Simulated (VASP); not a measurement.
Energy against volume of GaAs (zinc blende). Computed with vdW-DF2, VASP's PBE PAW potentials (set 64) (plane waves; VASP). Numerical set-up: 520 eV cut-off, 11×11×11 Γ-centred mesh, first-order Methfessel-Paxton smearing of 0.10 eV, potentials Ga_d As.

| V (Å³/atom) | E (eV/atom) |
|---|---|
| 24.420 | -1.27701 |
| 25.200 | -1.28876 |
| 25.979 | -1.29250 |
| 26.759 | -1.28950 |

Question: Fit these four points and predict the energy of the run at 27.538 Å³/atom.

Answer: A cubic in V^(−2/3), the third-order Birch-Murnaghan form, passes through the four points with V0 = 26.00 Å³/atom and B0 = 46 GPa, and gives -1.2808 eV/atom there. The run gave -1.2809 eV/atom, -0.1 meV/atom from the fit; all five points give B0 = 46 GPa.

The compound is GaAs in the zinc blende structure. It was relaxed first, which changed the volume by +15 %.
